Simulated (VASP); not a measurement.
Given:

```
CELL_PARAMETERS angstrom
      0.00000     3.31500     3.31500
      3.31500     0.00000     3.31500
      3.31500     3.31500     0.00000
ATOMIC_POSITIONS crystal
  Ag 0.00000 0.00000 0.00000
  I  0.25000 0.25000 0.25000
```
Cell charge -0.5.

Calculation: PBE GGA, VASP's PBE PAW potentials (set 64) (plane waves; VASP). Numerical set-up: NELECT = 18.5, 400 eV cut-off, 6×6×6 Γ-centred mesh, Gaussian smearing of 0.050 eV, potentials Ag I.

The cell is charged, with a uniform compensating background. Unless said otherwise, spin-orbit coupling is left out, though it shifts the bands of the heavy elements here.

Problem. What does the run give for the energy per atom (σ→0), pressure, band gap (on the k-mesh) with the smallest direct gap where there is one?

Solution. 
```yaml
band gap (on the k-mesh): none (metal, semimetal or under 0.01 eV)
energy per atom (σ→0): -1.097 eV/atom
pressure: 12.06 GPa
```

Total energies compare only between runs with the same potentials, cut-off and functional.

The compound is AgI in the zinc blende structure, whereas wurtzite is the usual form. The cell was not relaxed at this level. The run is one of a series of settings (NELECT = 18.5 against the base run), some of them coarse on purpose.
